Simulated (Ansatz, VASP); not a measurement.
**C (Diamond) in two plane-wave programs**

Wanted: the spread between two codes on one cell, functional and k mesh.

Method: plane waves, with VASP 6.6.1 beside it; single point at PBE0, in Ansatz 0.2.0.

### 1. The starting structure

Symmetry: Fd-3m, No. 227, cubic system. Conventional cell: a = 3.567 Å, b = 3.567 Å, c = 3.567 Å, α = 90.00°, β = 90.00°, γ = 90.00°. Nearest to C lie 4 C at 1.54 Å.

As a file:

```xyz
2
Lattice="0.0000 1.7834 1.7834 1.7834 0.0000 1.7834 1.7834 1.7834 0.0000" Properties=species:S:1:pos:R:3 pbc="T T T"
C     2.6751    2.6751    2.6751
C     1.7834    1.7834    1.7834
```

### 2. VASP: single point, PBE0

A single point gives forces, pressure and levels at one fixed geometry, so differences don't come from the geometry; what else differs is listed under the comparison.

Lines of VASP's logs that name or quote its potential files are left out, and so is its time.

The run reads the wave functions of an earlier VASP run, which isn't shown here.

INCAR

```
SYSTEM = C
PREC = Accurate
ENCUT = 420
EDIFF = 1E-08
NELM = 100
ISMEAR = 0
SIGMA = 0.01
LREAL = .FALSE.
ALGO = Normal
LHFCALC = .TRUE.
AEXX = 0.25
GGA = PE
LASPH = .TRUE.
NBANDS = 10
PRECFOCK = Fast
LORBIT = 11
LWAVE = .TRUE.
LCHARG = .FALSE.
KPAR = 4
```

POSCAR

```
C
1.0
    0.0000000000      1.7833700000      1.7833700000
    1.7833700000      0.0000000000      1.7833700000
    1.7833700000      1.7833700000      0.0000000000
C
2
Direct
    0.7500000000      0.7500000000      0.7500000000
    0.5000000000      0.5000000000      0.5000000000
```

KPOINTS

```
Automatic mesh
0
Gamma
6 6 6
0 0 0
```

PAW data sets: C (PBE family, release 64).

Launch:

```console
mpirun -np 4 vasp_std
```

Numbers of over 12 decimals in the logs are rounded to 6 here.

The program printed:

```text
[banner, memory and clock lines left out]
running    4 mpi-ranks, on    1 nodes
 distrk:  each k-point on    1 cores,    4 groups
 distr:  one band on    1 cores,    1 groups

 POSCAR found type information on POSCAR C
 POSCAR found :  1 types and       2 ions
 LDA part: xc-table for (Slater+PW92), standard interpolation
 found WAVECAR, reading the header
 POSCAR, INCAR and KPOINTS ok, starting setup
 FFT: planning ... GRIDC
 FFT: planning ... GRID_SOFT
 FFT: planning ... GRID
 reading WAVECAR
 the WAVECAR file was read successfully
 initial charge from wavefunction
 entering main loop
       N       E                     dE             d eps       ncg     rms          rms(c)
DAV:   1    -0.221370606676E+02   -0.22137E+02   -0.61629E-01   324   0.707E+00    0.103E+00
DAV:   2    -0.221407847906E+02   -0.37241E-02   -0.73224E-03   342   0.658E-01    0.663E-01
DAV:   3    -0.221401475246E+02    0.63727E-03   -0.34187E-04   334   0.156E-01    0.370E-01
DAV:   4    -0.221399255101E+02    0.22201E-03   -0.75835E-05   330   0.816E-02    0.206E-01
DAV:   5    -0.221398550595E+02    0.70451E-04   -0.21616E-05   336   0.447E-02    0.116E-01
DAV:   6    -0.221398330911E+02    0.21968E-04   -0.67007E-06   362   0.253E-02    0.653E-02
DAV:   7    -0.221398264946E+02    0.65965E-05   -0.21942E-06   350   0.146E-02    0.369E-02
DAV:   8    -0.221398246843E+02    0.18104E-05   -0.74911E-07   356   0.853E-03    0.210E-02
DAV:   9    -0.221398242979E+02    0.38643E-06   -0.26347E-07   348   0.505E-03    0.119E-02
DAV:  10    -0.221398242925E+02    0.53866E-08   -0.94745E-08   356   0.302E-03
   1 F= -.22139824E+02 E0= -.22139824E+02  d E =-.176664E-48
 writing wavefunctions
```

From OUTCAR (step 2):

```text
ion  position               nearest neighbor table
   1  0.750  0.750  0.750-   2 1.54   2 1.54   2 1.54   2 1.54
   2  0.500  0.500  0.500-   1 1.54   1 1.54   1 1.54   1 1.54

  LATTYP: Found a face centered cubic cell.
 ALAT       =     3.5667400000

 Subroutine GETGRP returns: Found 48 space group operations
 (whereof 24 operations were pure point group operations)

The static configuration has the point symmetry T_d .
 The point group associated with its full space group is O_h .

 Found     16 irreducible k-points:

   k-points           NKPTS =     16   k-points in BZ     NKDIM =    216   number of bands    NBANDS=     10

   dimension x,y,z NGX =    18 NGY =   18 NGZ =   18
   dimension x,y,z NGXF=    36 NGYF=   36 NGZF=   36

   ENCUT  =  420.0 eV  30.87 Ry    5.56 a.u.   4.21  4.21  4.21*2*pi/ulx,y,z

   NELECT =       8.0000    total number of electrons

 k-points in reciprocal lattice and weights: Automatic mesh
   0.00000000  0.00000000  0.00000000       0.005
   0.16666667  0.00000000  0.00000000       0.037
   0.33333333  0.00000000  0.00000000       0.037
   0.50000000  0.00000000  0.00000000       0.019
   0.16666667  0.16666667  0.00000000       0.028
   0.33333333  0.16666667  0.00000000       0.111
   0.50000000  0.16666667  0.00000000       0.111
  -0.33333333  0.16666667  0.00000000       0.111
  -0.16666667  0.16666667  0.00000000       0.056
[...]
-0.33333333  0.33333333  0.16666667       0.111
  -0.33333333  0.50000000  0.16666667       0.056

  exchange ACFDT corr.  =         0.00000000  see jH, gK, PRB 81, 115126

 average (electrostatic) potential at core
       1 -41.2353       2 -41.2353

 E-fermi :   8.8293

 k-point     1 :       0.0000    0.0000    0.0000
  band No.  band energies     occupation
      1     -14.8508      2.00000
      2       8.7279      2.00000
      3       8.7279      2.00000
      4       8.7279      2.00000
      5      16.4672      0.00000
      6      16.4672      0.00000
      7      16.4673      0.00000
      8      24.7837      0.00000
      9      30.3754      0.00000
    ...

 k-point     2 :       0.1667    0.0000    0.0000
  band No.  band energies     occupation
      1     -14.0210      2.00000
      2       4.6204      2.00000
      3       7.6196      2.00000
      4       7.6196      2.00000
      5      17.9227      0.00000
      6      17.9228      0.00000
      7      18.3514      0.00000
      8      25.4811      0.00000
      9      31.5123      0.00000
    ...

 k-point     3 :       0.3333    0.0000    0.0000
  band No.  band energies     occupation
      1     -11.5862      2.00000
      2      -1.5870      2.00000
      3       6.1782      2.00000
      4       6.1782      2.00000
      5      19.3704      0.00000
      6      19.3705      0.00000
      7      19.5724      0.00000
      8      26.7951      0.00000
      9      32.3144      0.00000
    ...

  energy-cutoff  :      420.00
  volume of cell :       11.34
      direct lattice vectors                 reciprocal lattice vectors
     0.000000000  1.783370000  1.783370000    -0.280368067  0.280368067  0.280368067
     1.783370000  0.000000000  1.783370000     0.280368067 -0.280368067  0.280368067
     1.783370000  1.783370000  0.000000000     0.280368067  0.280368067 -0.280368067

 POSITION                                       TOTAL-FORCE (eV/Angst)
 -----------------------------------------------------------------------------------
      2.67505      2.67505      2.67505        -0.000000     -0.000000      0.000000
      1.78337      1.78337      1.78337         0.000000      0.000000      0.000000
 -----------------------------------------------------------------------------------
    total drift:                               -0.000000      0.000000     -0.000000

  FREE ENERGIE OF THE ION-ELECTRON SYSTEM (eV)
  ---------------------------------------------------
  free  energy   TOTEN  =       -22.1398242925 eV

  energy  without entropy=      -22.1398242925  energy(sigma->0) =      -22.13982429

 total charge
# of ion       s       p       d       tot
------------------------------------------
    1        0.835   1.746   0.000   2.581
    2        0.835   1.746   0.000   2.581
--------------------------------------------------
tot          1.671   3.492   0.000   5.162

[... 3 further parts left out ...]
```

### 3. Ansatz: single point, PBE0

Ansatz runs on its default PAW (the set named soft_2) files.

The same cell, functional, mesh and smearing now go to Ansatz, which takes its cutoff from its data sets.

input.yaml

```yaml
crystal:
  lattice:
    - [0.0, 1.78337, 1.78337]
    - [1.78337, 0.0, 1.78337]
    - [1.78337, 1.78337, 0.0]
  atoms:
    - { symbol: C, position: [0.75, 0.75, 0.75] }
    - { symbol: C, position: [0.5, 0.5, 0.5] }
hamiltonian:
  xc: pbe0
  pseudopotentials: { kind: paw }
kpoints:
  mp_grid: { grid: [6, 6, 6] }
scf:
  occupations: { method: gaussian, width: 0.01 }
  n_extra_bands: 4
output:
  forces: true
  stress: true
  eigenvalues: true
  write_density: true
  write_potential: true
  elf: true
  volumetric_format: npy
```

Launch:

```console
ansatz run input.yaml --threads 4 --pin off --max-ram 9216MiB --backend cpu --events-out ev --progress --plain --runs-dir out
```

The program printed:

```text
Warning: output.stress: scf.convergence.dr2_threshold = 1e-7 eV (the SCF's general default) is looser than the 2e-10 eV advised for a printed stress (1e-10 eV for each atom of the cell: 2). What an SCF threshold leaves in a stress goes as its square root, and in the free energy as the threshold itself, and one threshold admits the most on a small cell: [figures from the program's tests cut] Set scf.convergence.dr2_threshold to 2e-10 eV or tighter. The threshold is an SCF's pass mark: one that does not reach it within its budget of iterations ends unconverged, or closes short of it on a stop that the run arms, and scf.convergence.dr2_threshold's page says what that costs each kind of run
Warning: output.stress: scf.exx.energy_threshold = 1e-6 eV is looser than the 2e-8 eV advised for a stress under a hybrid functional (1e-8 eV for each atom of the cell: 2). Every SCF of the exchange loop can meet its threshold on dr2 while the loop round them stops early: no threshold on dr2 bounds what that leaves in the stress. Set scf.exx.energy_threshold to 2e-8 eV or tighter. The threshold is the loop's pass mark: a loop that does not reach it within its budget of cycles ends unconverged, and scf.exx.energy_threshold's page has the law
scf.n_extra_bands = 4 over 4 filled bands (N_el = 8.0): the run solves 8 bands
Engine: ansatz 0.2.0, aarch64-unknown-linux-gnu
Pseudopotentials: kind: paw
Pseudopotential: C, paw, valence charge 4, recommended cutoff 420 eV (normal), C.paw.azcp
Functional definition: PBE0
  parameter a = 0.25
  parameter kappa = 0.804
  parameter beta = 0.066725
  exchange = (1 - a)*pbe_x(kappa = kappa, mu = beta*pi^2/3) + a*exact_x
  correlation = pbe_c(beta = beta)
Crystal: 2 atoms, lattice volume = 11.344 Å³
Basis set: ecut = 420 eV, 229 PW (Γ), exchange–correlation on 36×36×36 points (8 copies of the dense FFT grid, shifted against one another)
Bands: 8, of which v1, the nominal top of the filled ones, is band 4 counted from 1 (3 counted from 0)
Symmetry: 48 space group operations
Space group: Fd-3m (ITA 227), of the structure as read, at distance tolerance 2.2e-5 Å
k-points: 16 of 216
Non-local potential: C, projectors of the file, l = 0: 2, l = 1: 2, l = 2: 1
PAW form: soft (Blöchl's): semilocal exchange-correlation on the pseudo side does not see the compensation charge
PAW frozen core: C, regenerated for the run's functional, and the local potential with it (the file was generated under x = pbe(κ = 0.804, μ = 0.219515), c = pbe(β = 0.066725))
PAW one-centre angular grid: C, 110 points (default); XC on 64 Gauss nodes
Initial density: superposition of atomic densities (neutral atoms: chi_scale 0, normalization atom), corrected by the library's trained network
Initial wavefunctions: pseudopotential atomic-orbital guess
Functional: x = pbe(κ = 0.804, μ = 0.219515), c = pbe(β = 0.066725), warm-up for x = 0.75 pbe(κ = 0.804, μ = 0.219515) + 0.25 exact, c = pbe(β = 0.066725)
SCF iter   1: F=—  HF=-501.604958 eV  |F-HF|=—  |Δ(HF+E_count)|=         —  Δρ=1.79e-3  dr2=1.20e-4  ethr=1.77e-3  ⟨swp⟩=2.0  Hψ=802  notcnv=0
preconditioner: auto → none  [insulator: Δε(μ)=4.166 eV  Ē_g=19.637 eV  σ=0.010 eV  W_gap=1.00  n_scr=0 (ndim 8)  ℏωp=31.2 eV  f_vac=0.000  D(μ)=0.00/eV (n_scr^D=0)]
SCF iter   2: F=-501.605126 eV  HF=-501.605080 eV  |F-HF|=4.60e-5  |Δ(HF+E_count)|=   1.22e-4  Δρ=8.58e-4  dr2=2.22e-5  ethr=1.49e-6  ⟨swp⟩=2.3  Hψ=252  notcnv=0
SCF 1 stopped early in 2 iterations: F = -501.605126 eV  dr2 = 2.22e-5
  greatest PAW one-centre occupation: 0.643 electrons in one spin orbital (limit 2), on the C atom at site 1 (counted from 0), in its partial waves of l = 0
Initial density: handed on by an earlier stage of this run
Initial wavefunctions: those handed on with the density
Functional: x = 0.75 pbe(κ = 0.804, μ = 0.219515) + 0.25 exact, c = pbe(β = 0.066725)
Frozen-core exchange: fock
SCF iter   1: F=—  HF=-501.865911 eV  |F-HF|=—  |Δ(HF+E_count)|=         —  Δρ=9.77e-3  dr2=4.32e-3  ethr=2.77e-6  ⟨swp⟩=5.3  Hψ=581  notcnv=0
preconditioner: auto → none  [insulator: Δε(μ)=6.015 eV  Ē_g=23.018 eV  σ=0.010 eV  W_gap=1.00  n_scr=0 (ndim 8)  ℏωp=31.2 eV  f_vac=0.000  D(μ)=0.00/eV (n_scr^D=0)]
SCF iter   2: F=—  HF=-501.864249 eV  |F-HF|=—  |Δ(HF+E_count)|=   1.66e-3  Δρ=4.18e-3  dr2=7.94e-4  ethr=2.77e-6  ⟨swp⟩=3.1  Hψ=381  notcnv=0
SCF iter   3: F=—  HF=-501.866352 eV  |F-HF|=—  |Δ(HF+E_count)|=   2.10e-3  Δρ=9.49e-4  dr2=3.23e-5  ethr=2.77e-6  ⟨swp⟩=3.2  Hψ=351  notcnv=0
iter 4 solved again at ethr=1.11e-8 eV; its pass at ethr=3.54e-7 eV (dr2=8.85e-7 eV) is discarded
SCF iter   4: F=—  HF=-501.866341 eV  |F-HF|=—  |Δ(HF+E_count)|=   1.09e-5  Δρ=1.59e-4  dr2=4.03e-6  ethr=1.11e-8  ⟨swp⟩=2.0  Hψ=394  notcnv=0
SCF iter   5: F=-501.866366 eV  HF=-501.866367 eV  |F-HF|=3.31e-7  |Δ(HF+E_count)|=   2.51e-5  Δρ=9.54e-5  dr2=6.72e-7  ethr=1.09e-8  ⟨swp⟩=3.2  Hψ=266  notcnv=0
SCF 2 stopped early in 5 iterations: F = -501.866366 eV  dr2 = 6.72e-7
  greatest PAW one-centre occupation: 0.646 electrons in one spin orbital (limit 2), on the C atom at site 1 (counted from 0), in its partial waves of l = 0
hybrid outer 1: dexx = +2.623e-3 eV, tail = 1.22e-5 eV
Frozen-core exchange: fock
SCF iter   1: F=—  HF=-501.866413 eV  |F-HF|=—  |Δ(HF+E_count)|=         —  Δρ=8.31e-5  dr2=4.34e-7  ethr=7.64e-7  ⟨swp⟩=2.9  Hψ=301  notcnv=0
preconditioner: auto → none  [insulator: Δε(μ)=6.080 eV  Ē_g=23.024 eV  σ=0.010 eV  W_gap=1.00  n_scr=0 (ndim 8)  ℏωp=31.2 eV  f_vac=0.000  D(μ)=0.00/eV (n_scr^D=0)]
SCF iter   2: F=—  HF=-501.866413 eV  |F-HF|=—  |Δ(HF+E_count)|=   7.66e-8  Δρ=1.59e-5  dr2=1.96e-8  ethr=3.80e-9  ⟨swp⟩=3.0  Hψ=239  notcnv=0
SCF iter   3: F=-501.866413 eV  HF=-501.866413 eV  |F-HF|=3.70e-9  |Δ(HF+E_count)|=   1.25e-7  Δρ=9.34e-6  dr2=5.68e-9  ethr=5.56e-11  ⟨swp⟩=3.8  Hψ=332  notcnv=0
SCF 3 converged in 3 iterations: F = -501.866413 eV  dr2 = 5.68e-9
  Residual-converged pass: ⟨swp⟩=2.0  Hψ=192  notcnv=0  max |occ|·‖R‖ = 2.2e-6 eV (tolerance 2.4e-6 eV)  dr2=5.66e-9  dr2_onsite=2.66e-10  max |Δocc| = 0.0e0
hybrid outer 2: dexx = +2.273e-7 eV, tail = 1.80e-8 eV, Δε = 3.78e-3 eV (about 1.52e-4 eV left of the loop's levels)
hybrid SCF converged: 2 outer / 8 inner (+2 warm-up), last move |dexx| = 2.27e-7 eV, tail = 1.80e-8 eV
Stability not checked: this state was not tested for a lower state beside it, because the functional holds exact exchange (a hybrid, or Hartree-Fock), whose exchange loop this test does not read (fock_operator; see scf.lower_state_search)
Free energy (F): -501.866413 eV
Frozen-core exchange: fock
Harris-Foulkes:  -501.866413 eV  (|F-HF|=3.70e-9)
Internal energy: -501.866413 eV  (E = F + TS)
E sigma→0 (E₀):  -501.866413 eV
Fermi energy:    15.365138 eV
--- Per-component energies (eV) ---
  E_band       = 19.538085
  E_kinetic    = 184.110988
  E_local      = -120.745662  (includes V_loc(G=0)·N_el)
  E_nonlocal   = 52.210456
  E_hartree    = 26.498111
  E_xc         = -75.621785
  E_vxc        = -93.763637  (∫ρ·V_xc dr)
  E_exx        = -21.617550  (= α·E_x^exact, valence–valence)
  E_paw        = -198.705237  (= ΣΔE_a)
  E_vpaw       = -12.035679  (= ΣTr[D̂ρ^β])
  E_aug_tail   = 0.000017  (compensation charges beyond the density's cutoff)
  E_ewald      = -347.961363
  E_core_change = -0.034390  (= ΣΔE_core)
  E_smearing   = -0.000000  (= −TS)
  E_closure    = 0.000000  (closes the sum)
  Σ components = -501.866413   (vs F -501.866413, Δ=0.00e0)
--- Forces (eV/Å), atoms counted from 1 ---
  atom   1  C      0.00000000    -0.00000000    -0.00000000
  atom   2  C      0.00000000    -0.00000000    -0.00000000
  max |Σ_I F_I| component: 1.30e-16 eV/Å
--- Stress (GPa, compression-positive) ---
       -8.232722      -0.000000      -0.000000
       -0.000000      -8.232722       0.000000
        0.000000      -0.000000      -8.232722
  P = ⅓ Tr σ = -8.2327 GPa (-82.327 kbar)
--- Band table (eV; the first three rows and the last of 16) ---
  k-point 0: bands = ["-11.2577", "12.3251", "12.3251", "12.3251", "20.0416", "20.0416", "20.0416", "28.3249"]
  k-point 1: bands = ["-10.4280", "8.2136", "11.2175", "11.2175", "21.4978", "21.4978", "21.9212", "29.0254"]
  k-point 2: bands = ["-7.9942", "2.0018", "9.7714", "9.7714", "22.9481", "22.9481", "23.1416", "30.3417"]
  k-point 15: bands = ["-1.2179", "-1.2179", "3.7954", "3.7954", "22.7262", "22.7262", "29.7150", "29.7150"]
```

The job ended after 2.9 s (4 threads of Arm Neoverse N1, shared host; peak memory 0.36 GiB).

In the SCF lines HF is the Harris–Foulkes energy and dr2 the Hartree energy of the density residual, in eV; the loop may stop once dr2 is under the threshold and the program's other checks hold. Hψ counts applications of the Hamiltonian.

The run ends at a pressure of -8.23 GPa.

### 4. Comparison

Known differences besides the potentials themselves: exact exchange at q = 0 is treated differently, which shows on coarse meshes; VASP keeps PBE cores, Ansatz makes them for the functional; VASP takes a coarser grid for exact exchange (PRECFOCK = Fast). Total energies have different zeros and are not compared.

Both answers:

```csv
quantity,Ansatz,VASP,difference
gap on the k mesh (eV),6.080,6.095,-0.015
```

A gap on the mesh is an upper bound, since the band edges may lie between its points.

### 5. Results

```
difference in gap on the k mesh (single point, PBE0) : -0.015 eV
```

The difference in gap on the k mesh is -0.015 eV (single point, PBE0), within the 0.08 eV picked in this series as the mark of a large difference. Such differences can come from data sets, numerical settings and the points named under the comparisons, not from the functional's error against experiment.

[Lines on the potential files, build, host, timing and source positions are cut from VASP's logs without a mark.]

[Logs are printed without paths, hosts, clocks, repeated set-up lines and the standing remarks that a program may print on its own settings, such as how far it seeks lower states.]

[Hosts, paths, dates, database ids (printed as entryN), source tags and the programs' standing remarks are cut or masked in the printed files.]
